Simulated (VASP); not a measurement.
Nb2SiO2:

```
Nb Si O
1.0
    -1.82622    1.82622    4.30682
     1.82622   -1.82622    4.30682
     1.82622    1.82622   -4.30682
Nb Si O
2 1 2
Direct
  0.75000 0.25000 0.50000
  0.25000 0.75000 0.50000
  0.00000 0.00000 0.00000
  0.38686 0.38686 0.00000
  0.61314 0.61314 0.00000
```

The cell was built by a generator and needn't be a form met in nature.

```yaml
Program: VASP 6.6.1
Task: relaxation of cell and atoms
Functional: PBE
Potentials_or_basis: VASP PAW PBE potentials, release 64 (Nb_sv, Si, O)
Cutoff: 520 eV
k_mesh: 5 × 5 × 5
Occupations: gaussian, width 0.15 eV
Spin: no spin polarisation
```

At the start: pressure 32.0 GPa; volume 11.49 Å³/atom.

Problem. Where does the relaxation end?

Solution. Over 16 steps the energy falls by 694.6 meV/atom and the volume is 13.62 Å³/atom (+18.5 %); space group I4/mmm (No. 139, to 0.05 Å).

Step by step:
| step | energy change (eV) | largest force (eV/Å) | pressure (GPa) | volume (Å³) |
| --- | --- | --- | --- | --- |
| 1 | 0.0000 | 4.2867 | 32.04 | 57.45 |
| 2 | -1.5500 | 2.9067 | -25.38 | 78.40 |
| 3 | -2.0189 | 3.3046 | -12.65 | 70.58 |
| 4 | -3.2297 | 1.3972 | -2.66 | 66.99 |
| 5 | -3.3906 | 0.0357 | 5.39 | 64.65 |
| 6 | -3.4095 | 0.3595 | 3.39 | 65.21 |
| 7 | -3.4089 | 0.2734 | 3.77 | 65.10 |
| 8 | -3.4378 | 0.0782 | -2.42 | 67.59 |
| 9 | -3.4407 | 0.1388 | -1.11 | 66.98 |
| 10 | -3.4695 | 0.1192 | 1.03 | 67.38 |
| 11 | -3.4700 | 0.1366 | 1.27 | 67.42 |
| 12 | -3.4689 | 0.1961 | 1.72 | 67.51 |
| 13 | -3.4700 | 0.1534 | 1.21 | 67.45 |
| 14 | -3.4700 | 0.1467 | 1.38 | 67.43 |
| 15 | -3.4709 | 0.0185 | -1.43 | 68.72 |
| 16 | -3.4732 | 0.0745 | -0.15 | 68.11 |

Final structure:
```
CELL_PARAMETERS angstrom
-2.04191 2.04191 4.08366
2.04191 -2.04191 4.08366
2.04191 2.04191 -4.08366
ATOMIC_POSITIONS crystal
Nb 0.75000 0.25000 0.50000
Nb 0.25000 0.75000 0.50000
Si 0.00000 0.00000 0.00000
O 0.32520 0.32520 0.00000
O 0.67480 0.67480 0.00000
```

Caveat: the k mesh is coarse (spacing up to 0.49 Å⁻¹), so the values aren't converged; the volume moved by over 15 % at a fixed basis, so the end points are rough.
